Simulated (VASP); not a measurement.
The cell holds one CaF₂ (fluorite) (110) slab, with vacuum along c, ions free to move until forces fall under 0.03 eV/Å, no reconstruction beyond this cell, dipole correction on. Ionisation potential and electron affinity count from the cell's own band edges, surface states included.

Given:

```yaml
crystal:
  lattice:
    - [3.83672, 0.00000, 0.00000]
    - [0.00000, 5.42594, 0.00000]
    - [0.00000, 0.00000, 26.41658]
  atoms:
    - { symbol: Ca, position: [0.00000, 0.00000, 0.32413] }
    - { symbol: Ca, position: [0.50000, 0.50000, 0.38706] }
    - { symbol: Ca, position: [0.00000, 0.00000, 0.46521] }
    - { symbol: Ca, position: [0.50000, 0.50000, 0.53479] }
    - { symbol: Ca, position: [0.00000, 0.00000, 0.61294] }
    - { symbol: Ca, position: [0.50000, 0.50000, 0.67587] }
    - { symbol: F, position: [0.50000, 0.23727, 0.31741] }
    - { symbol: F, position: [0.00000, 0.25104, 0.39144] }
    - { symbol: F, position: [0.00000, 0.74896, 0.39144] }
    - { symbol: F, position: [0.50000, 0.76273, 0.31741] }
    - { symbol: F, position: [0.50000, 0.25042, 0.46297] }
    - { symbol: F, position: [0.00000, 0.24958, 0.53703] }
    - { symbol: F, position: [0.00000, 0.75042, 0.53703] }
    - { symbol: F, position: [0.50000, 0.74958, 0.46297] }
    - { symbol: F, position: [0.50000, 0.24896, 0.60856] }
    - { symbol: F, position: [0.00000, 0.26273, 0.68259] }
    - { symbol: F, position: [0.00000, 0.73727, 0.68259] }
    - { symbol: F, position: [0.50000, 0.75104, 0.60856] }
```

These are PBEsol GGA, VASP's PBE PAW potentials (set 64) (plane waves; VASP) values and carry that method's errors. Settings: 450 eV cut-off, 5×4×1 Γ-centred mesh, Gaussian smearing of 0.050 eV, potentials Ca_sv F.

Slab and bulk use different k-meshes, so the surface energy is good to a few per cent at best.

**Question.** Predict its surface energy, ionisation potential, electron affinity, band gap (on the k-mesh).

**Answer.** 
The surface energy comes out as 0.65 J/m² and the ionisation potential is 6.74 eV. The electron affinity comes out as 0.91 eV and the band gap (on the k-mesh) comes out as 5.83 eV.

The cell is a thin slab with vacuum, built from CaF2 (fluorite): (110) face.
